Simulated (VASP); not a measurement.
Energy against volume of Ir (fcc). Level of theory: LDA (Ceperley-Alder, Perdew-Zunger), VASP's LDA PAW potentials (set 64) (plane waves; VASP). Run with 520 eV cut-off, 16×16×16 Γ-centred mesh, first-order Methfessel-Paxton smearing of 0.10 eV, potentials Ir.

```csv
V (Å³/atom),E (eV/atom)
13.504,-10.29747
13.921,-10.31552
14.339,-10.30178
14.756,-10.26154
```

Problem. Fit these four points and predict the energy of the run at 13.086 Å³/atom.

Solution. A cubic in V^(−2/3), the third-order Birch-Murnaghan form, passes through the four points with V0 = 13.94 Å³/atom and B0 = 403 GPa, and gives -10.2412 eV/atom there. The run gave -10.2413 eV/atom, -0.0 meV/atom from the fit; all five points give B0 = 403 GPa.

The compound is Ir in the fcc structure. It was relaxed first.
